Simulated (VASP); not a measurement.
Computed with r2SCAN+rVV10, VASP's PBE PAW potentials (set 64) (plane waves; VASP).

A VASP calculation is set up with these files.

**INCAR**
```
LWAVE = .False.
PREC = Accurate
SYSTEM = RuAl
METAGGA = R2SCAN
BPARAM = 11.95
ISMEAR = 1
CPARAM = 0.0093
LMAXMIX = 4   ! l cut-off of mixed one-centre charges
EDIFF = 1E-7   ! SCF stop (eV)
LREAL = .False.
ENCUT = 520   ! plane-wave cut-off (eV)
LASPH = .True.
ALGO = Normal   ! blocked Davidson
NELM = 100   ! most electronic steps
LUSE_VDW = .True.
SIGMA = 0.1   ! width (eV)
LMIXTAU = .True.
LCHARG = .False.
ISIF = 2
```

KPOINTS:
```
Regular mesh
0
G
12 12 12
```

### POSCAR
```
RuAl
1
    3.0076444078     0.0000000000     0.0000000000
    0.0000000000     3.0076444078     0.0000000000
    0.0000000000     0.0000000000     3.0076444078
Al Ru
1 1
Direct
  0.5000000000   0.5000000000   0.5000000000
  0.0000000000   0.0000000000   0.0000000000
```

POTCAR, in this order: Al Ru_pv (PBE.64 set). Program: vasp_std.

The run wrote:

OSZICAR:
```
       N       E                     dE             d eps       ncg     rms          rms(c)
DAV:   1     0.967667926123E+02    0.96767E+02   -0.96772E+03  2032   0.137E+03
DAV:   2    -0.356754139524E+02   -0.13244E+03   -0.12755E+03  2184   0.363E+02
DAV:   3    -0.385536592065E+02   -0.28782E+01   -0.27774E+01  2452   0.527E+01
DAV:   4    -0.385865185196E+02   -0.32859E-01   -0.32834E-01  2384   0.565E+00
DAV:   5    -0.385877029167E+02   -0.11844E-02   -0.11843E-02  2804   0.806E-01    0.153E+01
DAV:   6    -0.333094508705E+02    0.52783E+01   -0.78904E+00  2128   0.372E+01    0.400E+00
DAV:   7    -0.332399514962E+02    0.69499E-01   -0.88290E-01  2136   0.113E+01    0.191E+00
DAV:   8    -0.332639153691E+02   -0.23964E-01   -0.29132E-02  2080   0.209E+00    0.883E-01
DAV:   9    -0.332692748844E+02   -0.53595E-02   -0.30194E-02  2112   0.204E+00    0.457E-01
DAV:  10    -0.332679301473E+02    0.13447E-02   -0.35230E-03  2276   0.751E-01    0.160E-01
DAV:  11    -0.332679991884E+02   -0.69041E-04   -0.59283E-04  2348   0.290E-01    0.244E-02
DAV:  12    -0.332678859156E+02    0.11327E-03   -0.56288E-05  2144   0.921E-02    0.106E-02
DAV:  13    -0.332678718377E+02    0.14078E-04   -0.10132E-05  2436   0.390E-02    0.338E-03
DAV:  14    -0.332678722909E+02   -0.45318E-06   -0.78560E-07  2272   0.103E-02    0.204E-03
DAV:  15    -0.332678718790E+02    0.41195E-06   -0.22276E-07  1896   0.659E-03    0.907E-04
DAV:  16    -0.332678719334E+02   -0.54458E-07   -0.46242E-08  1180   0.248E-03
   1 F= -.33267872E+02 E0= -.33267816E+02  d E =-.168358E-03
```

**OUTCAR**
```
------------------------ aborting loop because EDIFF is reached ----------------------------------------
  FORCE on cell =-STRESS in cart. coord.  units (eV):
  Direction    XX          YY          ZZ          XY          YZ          ZX
  --------------------------------------------------------------------------------------
  Total       -1.1025879     -1.1025879     -1.1025879     -0.0000000     -0.0000000      0.0000000
  in kB      -64.9298438    -64.9298438    -64.9298438     -0.0000000     -0.0000000      0.0000000
  external PRESSURE =     -64.9298438 kB  Pullay stress =       0.0000000 kB
  volume of cell :       27.21
      direct lattice vectors                 reciprocal lattice vectors
     3.007644408  0.000000000  0.000000000     0.332486114  0.000000000  0.000000000
     0.000000000  3.007644408  0.000000000     0.000000000  0.332486114  0.000000000
     0.000000000  0.000000000  3.007644408     0.000000000  0.000000000  0.332486114
 POSITION                                       TOTAL-FORCE (eV/Angst)
 -----------------------------------------------------------------------------------
      1.50382      1.50382      1.50382         0.000000      0.000000      0.000000
      0.00000      0.00000      0.00000         0.000000      0.000000      0.000000
 -----------------------------------------------------------------------------------
    total drift:                                0.000000      0.000000      0.000000
  FREE ENERGIE OF THE ION-ELECTRON SYSTEM (eV)
  ---------------------------------------------------
  free  energy   TOTEN  =       -33.2678719334 eV

  energy  without entropy=      -33.2677035756  energy(sigma->0) =      -33.26781581
```
(Selected blocks of OUTCAR.)

File OUTCAR:
```
 val. band max:       10.3031304267   @ k =   0.0833   0.0833   0.0000

 cond. band min:      10.3167108599   @ k =   0.4167   0.3333   0.1667


 Fermi energy:        10.3131901121

 k-point     1 :       0.0000    0.0000    0.0000
  band No.  band energies     occupation
      1     -32.7400      2.00000
      2     -32.7400      2.00000
      3     -32.7400      2.00000
      4       0.2435      2.00000
      5       6.7347      2.00000
      6       6.7347      2.00000
      7      10.4989     -0.02466
      8      10.4989     -0.02466
      9      10.4989     -0.02466
     10      16.7540      0.00000
     11      16.7540      0.00000
     12      16.7540      0.00000

 k-point     2 :       0.0833    0.0000    0.0000
  band No.  band energies     occupation
      1     -32.7548      2.00000
      2     -32.7387      2.00000
      3     -32.7387      2.00000
      4       0.3829      2.00000
      5       6.7771      2.00000
      6       6.7847      2.00000
      7      10.3311      0.70272
      8      10.3311      0.70272
      9      10.5155     -0.01483
     10      16.0838      0.00000
     11      17.0281      0.00000
     12      17.0281      0.00000

 k-point     3 :       0.1667    0.0000    0.0000
  band No.  band energies     occupation
      1     -32.7951      2.00000
      2     -32.7353      2.00000
      3     -32.7353      2.00000
      4       0.7925      2.00000
      5       6.8496      2.00000
      6       6.9258      2.00000
      7       9.9230      2.00000
      8       9.9230      2.00000
      9      10.5612     -0.00254
     10      14.7906      0.00000
     11      17.7551      0.00000
     12      17.7551      0.00000

 k-point     4 :       0.2500    0.0000    0.0000
  band No.  band energies     occupation
      1     -32.8498      2.00000
      2     -32.7305      2.00000
      3     -32.7305      2.00000
      4       1.4476      2.00000
      5       6.7831      2.00000
      6       7.1307      2.00000
...
```

The compound is RuAl in the CsCl type structure. This cell is one point of a volume scan, at 1.03 of the reference volume. The electron count is odd and the run is not spin-polarised, which forces a metal.
